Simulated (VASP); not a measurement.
The system is NaCu.

```
CELL_PARAMETERS angstrom
2.94224 0.00000 0.00000
0.00000 2.94224 0.00000
0.00000 0.00000 4.04091
ATOMIC_POSITIONS crystal
Na 0.00000 0.00000 0.00000
Cu 0.50000 0.50000 0.50000
```

The cell was built by a generator and needn't be a form met in nature.

Base run:

| Quantity | Value |
| --- | --- |
| Program | VASP 6.6.1 |
| Functional | SCAN |
| Potentials or basis | VASP PAW PBE potentials, release 64 (Na_pv, Cu) |
| Cutoff | 520 eV |
| k mesh | 9 × 9 × 7 |
| Occupations | fermi-dirac, width 0.05 eV |
| Spin | no spin polarisation |

Its results: pressure 0.5 GPa.

Question: The run is repeated on the same cell with these changes: functional from SCAN to PBE. What comes out?

Answer: Pressure 3.1 GPa.

Caveats: the PAW data sets were made with another functional, which shifts forces and pressure a little (some runs).

Not every run made on this cell is shown here.
